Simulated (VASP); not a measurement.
Computed with PW91 GGA, VASP's PBE PAW potentials (set 64) (plane waves; VASP).

Input for VASP

### INCAR
```
! general
SYSTEM  = Rb
PREC    = Accurate
ENCUT   = 520   ! plane-wave cut-off (eV)
LREAL   = .False.   ! projection in real space or not
LASPH   = .True.

! electronic loop
EDIFF   = 1E-7
NELM    = 100   ! most electronic steps
ALGO    = Normal   ! blocked Davidson
LMAXMIX = 4   ! l cut-off of mixed one-centre charges

! smearing
ISMEAR  = -5

! functional
GGA     = 91

! ions
ISIF    = 2   ! forces and stress, cell fixed

! output
LWAVE   = .False.
LCHARG  = .True.
LORBIT  = 11   ! lm-projected
NEDOS   = 601   ! DOS grid
```

KPOINTS:
```
K-points
0
gamma
  10 10 10
```

**POSCAR**
```
Rb
1
   -2.8336815296     2.8336815296     2.8336815296
    2.8336815296    -2.8336815296     2.8336815296
    2.8336815296     2.8336815296    -2.8336815296
Rb
1
Direct
  0.0000000000   0.0000000000   0.0000000000
```

POTCAR, in this order: Rb_sv (PBE.64 set). Program: vasp_std.

The run wrote:

File OSZICAR:
```
       N       E                     dE             d eps       ncg     rms          rms(c)
DAV:   1     0.453499718267E+02    0.45350E+02   -0.33798E+03   752   0.818E+02
DAV:   2     0.164237298497E+01   -0.43708E+02   -0.43412E+02   848   0.137E+02
DAV:   3    -0.842565719871E+00   -0.24849E+01   -0.24822E+01   928   0.387E+01
DAV:   4    -0.937347760196E+00   -0.94782E-01   -0.94689E-01  1304   0.619E+00
DAV:   5    -0.937720323766E+00   -0.37256E-03   -0.37268E-03  1072   0.331E-01    0.996E-01
DAV:   6    -0.937756273610E+00   -0.35950E-04   -0.22928E-03  1208   0.336E-01    0.596E-01
DAV:   7    -0.938658052604E+00   -0.90178E-03   -0.43929E-03   936   0.469E-01    0.500E-02
DAV:   8    -0.938870474268E+00   -0.21242E-03   -0.28041E-04  1008   0.143E-01    0.191E-02
DAV:   9    -0.938888626761E+00   -0.18152E-04   -0.19346E-05  1128   0.335E-02    0.570E-03
DAV:  10    -0.938890292404E+00   -0.16656E-05   -0.64741E-06  1112   0.165E-02    0.123E-03
DAV:  11    -0.938890413513E+00   -0.12111E-06   -0.18934E-07  1136   0.316E-03    0.460E-04
DAV:  12    -0.938890441952E+00   -0.28439E-07   -0.43890E-08   984   0.120E-03
   1 F= -.93889044E+00 E0= -.93889044E+00  d E =0.000000E+00
```

OUTCAR:
```
------------------------ aborting loop because EDIFF is reached ----------------------------------------
  FORCE on cell =-STRESS in cart. coord.  units (eV):
  Direction    XX          YY          ZZ          XY          YZ          ZX
  --------------------------------------------------------------------------------------
  Total       -0.0050505     -0.0050505     -0.0050505      0.0000000     -0.0000000      0.0000000
  in kB       -0.0889059     -0.0889059     -0.0889059      0.0000000     -0.0000000      0.0000000
  external PRESSURE =      -0.0889059 kB  Pullay stress =       0.0000000 kB
  volume of cell :       91.02
      direct lattice vectors                 reciprocal lattice vectors
    -2.833681530  2.833681530  2.833681530     0.000000000  0.176448904  0.176448904
     2.833681530 -2.833681530  2.833681530     0.176448904  0.000000000  0.176448904
     2.833681530  2.833681530 -2.833681530     0.176448904  0.176448904  0.000000000
 POSITION                                       TOTAL-FORCE (eV/Angst)
 -----------------------------------------------------------------------------------
      0.00000      0.00000      0.00000         0.000000      0.000000     -0.000000
 -----------------------------------------------------------------------------------
    total drift:                               -0.000000      0.000000     -0.000000
  FREE ENERGIE OF THE ION-ELECTRON SYSTEM (eV)
  ---------------------------------------------------
  free  energy   TOTEN  =        -0.9388904420 eV

  energy  without entropy=       -0.9388904420  energy(sigma->0) =       -0.93889044

 total charge

# of ion       s       p       d       tot
------------------------------------------
    1        1.965   5.334   0.005   7.304
```
(Selected blocks of OUTCAR.)

For a metal the tetrahedron method with Blöchl corrections gives inexact stress and forces.

The compound is Rb in the bcc structure. It was relaxed first.
